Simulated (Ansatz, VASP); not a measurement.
Two plane-wave programs on YAl2N3

```
Y Al N
1.0
    -2.69171    2.69171    3.44325
     2.69171   -2.69171    3.44325
     2.69171    2.69171   -3.44325
Y Al N
1 2 3
Direct
  0.50000 0.50000 0.00000
  0.50000 0.00000 0.50000
  0.00000 0.50000 0.50000
  0.75000 0.25000 0.50000
  0.25000 0.75000 0.50000
  0.00000 0.00000 0.00000
```

Alike in both runs: task single point; functional PBE; k mesh 4 × 4 × 4; occupations gaussian, width 0.1 eV; collinear spin.

```csv
,VASP,Ansatz
version,VASP 6.6.1,Ansatz 0.2.0
potentials or method,"VASP PAW PBE potentials, release 64 (Y_sv, Al, N)","scalar-relativistic, plane waves, PAW"
plane-wave cutoff (eV),520,420
valence electrons in the cell,32,32
```

Ansatz gave:

| Property | Result |
| --- | --- |
| gap on the k mesh at the Fermi level (eV) | none |
| pressure (GPa) | 0.7 |
| largest component of the traceless stress (GPa) | 0.83 |
| net moment per atom (μB) | 0.05 |
| size of the moment on the site where the two differ most (μB) | 0.66 |

Task: What did VASP give for the same quantities?

Result: gap on the k mesh at the Fermi level (eV): none; pressure (GPa): 0.8; largest component of the traceless stress (GPa): 1.01; net moment per atom (μB): 0.05; size of the moment on the site where the two differ most (μB): 0.49.

Site moments also hang on the region over which each program counts them. A gap of «none» marks a metal or a gap that the smearing closes. Ansatz warned: «seeded_moment_not_kept».

Caveats: the k mesh is coarse (spacing up to 0.41 Å⁻¹), so the values aren't converged.
